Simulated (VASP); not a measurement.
# TePd (P6_3/mmc) in VASP: a series of runs, part 2 of 2

VASP 6.6.1.

## Step 3: Single point, LDA+U, collinear spin, zero start

File INCAR:

```
SYSTEM = TePd
ALGO = Normal
EDIFF = 1E-6
ENCUT = 520
ISIF = 2
ISMEAR = 0
ISPIN = 2
LASPH = .True.
LCHARG = .True.
LDAU = .True.
LDAUJ = 0 0
LDAUL = -1 2
LDAUPRINT = 1
LDAUTYPE = 2
LDAUU = 0 2.5
LELF = .True.
LMAXMIX = 4
LORBIT = 11
LREAL = .False.
LVHAR = .True.
LWAVE = .False.
MAGMOM = 0 0 0 0
NBANDS = 28
NELM = 150
PREC = Accurate
SIGMA = 0.05
```

File KPOINTS:

```
k-points
0
Gamma
  6 6 4
  0 0 0
```

File POSCAR:

```
TePd
1.0
    4.1520974300      0.0000000000      0.0000000000
   -2.0760487100      3.5958218500      0.0000000000
    0.0000000000      0.0000000000      5.6718989000
Te Pd
2 2
Direct
    0.3333333333      0.6666666667      0.2500000000
    0.6666666667      0.3333333333      0.7500000000
    0.0000000000      0.0000000000      0.0000000000
    0.0000000000      0.0000000000      0.5000000000
```

Potentials or basis: VASP PAW LDA potentials, release 64 (Te, Pd).

Started as:

```bash
> cat potpaw_LDA.64/Te/POTCAR potpaw_LDA.64/Pd/POTCAR > POTCAR
> mpirun -np 1 vasp_std > vasp.out
```

OUTCAR:

```text
SYSTEM = TePd
   EDIFF = 1E-6
   ENCUT = 520
   ISIF = 2
   ISMEAR = 0
   ISPIN = 2
   LASPH = .True.
   LORBIT = 11
   LREAL = .False.
   NELM = 150
   PREC = Accurate

 ion  position               nearest neighbor table
   1  0.333  0.667  0.250-   3 2.79   4 2.79   3 2.79   4 2.79   3 2.79   4 2.79
   2  0.667  0.333  0.750-   3 2.79   4 2.79   3 2.79   4 2.79   3 2.79   4 2.79
   3  0.000  0.000  0.000-   1 2.79   2 2.79   1 2.79   2 2.79   2 2.79   1 2.79   4 2.84   4 2.84

   4  0.000  0.000  0.500-   1 2.79   2 2.79   1 2.79   2 2.79   2 2.79   1 2.79   3 2.84   3 2.84

  LATTYP: Found a hexagonal cell.
 ALAT       =     4.1520974300
 C/A-ratio  =     1.3660322272

  Lattice vectors:

 A1 = (   4.1520974300,   0.0000000000,   0.0000000000)
 A2 = (  -2.0760487100,   3.5958218500,   0.0000000000)
 A3 = (   0.0000000000,   0.0000000000,   5.6718989000)

Analysis of symmetry for initial positions (statically):
=====================================================================
 Subroutine PRICEL returns:
 Original cell was already a primitive cell.

 Routine SETGRP: Setting up the symmetry group for a
 hexagonal supercell.

 Subroutine GETGRP returns: Found 24 space group operations
 (whereof 12 operations were pure point group operations)
 out of a pool of 24 trial point group operations.

The static configuration has the point symmetry D_3d.
 The point group associated with its full space group is D_6h.

Analysis of symmetry for dynamics (positions and initial velocities):
=====================================================================
 Subroutine PRICEL returns:
 Original cell was already a primitive cell.

 Routine SETGRP: Setting up the symmetry group for a
 hexagonal supercell.

 Subroutine GETGRP returns: Found 24 space group operations
 (whereof 12 operations were pure point group operations)
 out of a pool of 24 trial point group operations.

The dynamic configuration has the point symmetry D_3d.
 The point group associated with its full space group is D_6h.

Analysis of structural, dynamic, and magnetic symmetry:
=====================================================================
 Subroutine PRICEL returns:
 Original cell was already a primitive cell.

 Routine SETGRP: Setting up the symmetry group for a
 hexagonal supercell.

 Subroutine GETGRP returns: Found 24 space group operations
 (whereof 12 operations were pure point group operations)
 out of a pool of 24 trial point group operations.

The overall configuration has the point symmetry D_3d.
 The point group associated with its full space group is D_6h.

 Subroutine INISYM returns: Found 24 space group operations
 (whereof 12 operations are pure point group operations),
 and found     1 'primitive' translations
[... 176 lines left out ...]

spin component  1

  0.8872  0.0000 -0.0000 -0.0387  0.0000
  0.0000  0.8829  0.0000  0.0000 -0.0387
 -0.0000  0.0000  0.9093  0.0000 -0.0000
 -0.0387  0.0000  0.0000  0.8829 -0.0000
  0.0000 -0.0387 -0.0000 -0.0000  0.8872

spin component  2

  0.8872  0.0000 -0.0000 -0.0387  0.0000
  0.0000  0.8829  0.0000  0.0000 -0.0387
 -0.0000  0.0000  0.9093  0.0000 -0.0000
 -0.0387  0.0000  0.0000  0.8829 -0.0000
  0.0000 -0.0387 -0.0000 -0.0000  0.8872

 occupancies and eigenvectors

  o =  0.8463  v =  0.0000  0.0000  0.0000  0.0000  0.0000 -0.3228  0.6414  0.0000 -0.3413  0.6066      0.0000  0.0000  0.0000  0.0000  0.0000  0.0000  0.0000  0.0000  0.0000  0.0000
  o =  0.8463  v =  0.0000  0.0000  0.0000  0.0000  0.0000 -0.6066 -0.3413 -0.0000 -0.6414 -0.3228      0.0000  0.0000  0.0000  0.0000  0.0000  0.0000  0.0000  0.0000  0.0000  0.0000
  o =  0.8463  v = -0.3228  0.6414  0.0000 -0.3413  0.6066  0.0000  0.0000  0.0000  0.0000  0.0000      0.0000  0.0000  0.0000  0.0000  0.0000  0.0000  0.0000  0.0000  0.0000  0.0000
  o =  0.8463  v = -0.6066 -0.3413 -0.0000 -0.6414 -0.3228  0.0000  0.0000  0.0000  0.0000  0.0000      0.0000  0.0000  0.0000  0.0000  0.0000  0.0000  0.0000  0.0000  0.0000  0.0000
  o =  0.9093  v = -0.0000  0.0000 -1.0000  0.0000 -0.0000  0.0000  0.0000  0.0000  0.0000  0.0000      0.0000  0.0000  0.0000  0.0000  0.0000  0.0000  0.0000  0.0000  0.0000  0.0000
  o =  0.9093  v =  0.0000  0.0000  0.0000  0.0000  0.0000 -0.0000  0.0000 -1.0000  0.0000 -0.0000      0.0000  0.0000  0.0000  0.0000  0.0000  0.0000  0.0000  0.0000  0.0000  0.0000
  o =  0.9239  v =  0.3413  0.6066  0.0000 -0.3228 -0.6414  0.0000  0.0000  0.0000  0.0000  0.0000      0.0000  0.0000  0.0000  0.0000  0.0000  0.0000  0.0000  0.0000  0.0000  0.0000
  o =  0.9239  v =  0.6414 -0.3228 -0.0000 -0.6066  0.3413  0.0000  0.0000  0.0000  0.0000  0.0000      0.0000  0.0000  0.0000  0.0000  0.0000  0.0000  0.0000  0.0000  0.0000  0.0000
  o =  0.9239  v =  0.0000  0.0000  0.0000  0.0000  0.0000  0.3413  0.6066  0.0000 -0.3228 -0.6414      0.0000  0.0000  0.0000  0.0000  0.0000  0.0000  0.0000  0.0000  0.0000  0.0000
  o =  0.9239  v =  0.0000  0.0000  0.0000  0.0000  0.0000  0.6414 -0.3228 -0.0000 -0.6066  0.3413      0.0000  0.0000  0.0000  0.0000  0.0000  0.0000  0.0000  0.0000  0.0000  0.0000

 number of electron      31.9999995 magnetization       0.0000098

 Free energy of the ion-electron system (eV)
  ---------------------------------------------------
  ext. energy  EPLUGINS =         0.00000000
  ---------------------------------------------------
  free energy    TOTEN  =       -19.42867179 eV

  energy without entropy =      -19.42052001  energy(sigma->0) =      -19.42459590

 E-fermi :   8.7683     XC(G=0): -11.3438

 val. band max:        8.7166044077   @ k =   0.1667   0.0000   0.5000
 cond. band min:       8.7802657051   @ k =   0.3333   0.1667   0.2500
 fundamental gap:      0.0636612974
 Fermi energy:         8.7683287550

 spin component 1

 k-point     1 :       0.0000    0.0000    0.0000
  band No.  band energies     occupation
      1      -4.5131      1.00000
      2      -2.1752      1.00000
      3       2.3809      1.00000
      4       3.2220      1.00000
      5       3.2220      1.00000
      6       3.9389      1.00000
[... 640 lines left out ...]
     27      18.7541      0.00000
     28      18.7541      0.00000
 Fermi energy:         8.7683287550

 spin component 2

 k-point     1 :       0.0000    0.0000    0.0000
  band No.  band energies     occupation
      1      -4.5131      1.00000
      2      -2.1752      1.00000
      3       2.3809      1.00000
      4       3.2220      1.00000
      5       3.2220      1.00000
      6       3.9389      1.00000
[... 640 lines left out ...]
     27      18.7541      0.00000
     28      18.7541      0.00000

------------------------ aborting loop because EDIFF is reached ----------------------------------------

  FORCE on cell =-STRESS in cart. coord.  units (eV):
  Direction    XX          YY          ZZ          XY          YZ          ZX
  --------------------------------------------------------------------------------------
  -------------------------------------------------------------------------------------
  Total       -2.8893424     -2.8893424     -3.4512256     -0.0000000      0.0000000      0.0000000
  in kB      -54.6657622    -54.6657621    -65.2964764     -0.0000001      0.0000000      0.0000000
  external PRESSURE =     -58.2093335 kB  Pullay stress =       0.0000000 kB

 VOLUME and BASIS-vectors are now :
 -----------------------------------------------------------------------------
  energy-cutoff  :      520.00
  volume of cell :       84.68
      direct lattice vectors                 reciprocal lattice vectors
     4.152097430  0.000000000  0.000000000     0.240842133  0.139050270  0.000000000
    -2.076048710  3.595821850  0.000000000     0.000000000  0.278100540  0.000000000
     0.000000000  0.000000000  5.671898900     0.000000000  0.000000000  0.176307797

 POSITION                                       TOTAL-FORCE (eV/Angst)
 -----------------------------------------------------------------------------------
      0.00000      2.39721      1.41797         0.000000     -0.000000      0.000000
      2.07605      1.19861      4.25392        -0.000000      0.000000      0.000000
      0.00000      0.00000      0.00000         0.000000      0.000000      0.000000
      0.00000      0.00000      2.83595         0.000000      0.000000      0.000000
 -----------------------------------------------------------------------------------
    total drift:                                0.000000     -0.000000      0.000000

  FREE ENERGIE OF THE ION-ELECTRON SYSTEM (eV)
  ---------------------------------------------------
  free  energy   TOTEN  =       -19.4286717865 eV

  energy  without entropy=      -19.4205200095  energy(sigma->0) =      -19.42459590

 total charge

# of ion       s       p       d       tot
------------------------------------------
    1        1.404   1.827   0.075   3.306
    2        1.404   1.827   0.075   3.306
    3        0.409   0.447   8.849   9.705
    4        0.409   0.447   8.849   9.705
--------------------------------------------------
tot          3.627   4.546  17.848  26.022

 magnetization (x)

# of ion       s       p       d       tot
------------------------------------------
    1        0.000  -0.000   0.000  -0.000
    2        0.000  -0.000   0.000  -0.000
    3        0.000   0.000   0.000   0.000
    4        0.000   0.000   0.000   0.000
--------------------------------------------------
tot          0.000  -0.000   0.000   0.000
```

It took 60 s on 1 thread of Intel Xeon Platinum 8488C (Sapphire Rapids), shared host; peak memory 0.22 GiB.

What came out:

* Free energy: -19.4287 eV
* Pressure: -5.8 GPa
* Band gap on the k mesh: none (metal or under the smearing width)
* Net moment: 0.00 μB per cell
* Valence electrons inside the program's atomic spheres: Te 3.31; Pd 9.71

Stress tensor (GPa, compression positive):
```
-5.47  0.00  0.00
 0.00 -5.47  0.00
 0.00  0.00 -6.53
```

Eigenvalues of the final occupation matrices:
```csv
site,spin,trace,eigenvalues
site 3 d,1,4.45,0.85 0.85 0.91 0.92 0.92
site 3 d,2,4.45,0.85 0.85 0.91 0.92 0.92
site 4 d,1,4.45,0.85 0.85 0.91 0.92 0.92
site 4 d,2,4.45,0.85 0.85 0.91 0.92 0.92
```

Caveat: the U is typed as a test and isn't derived for this compound.
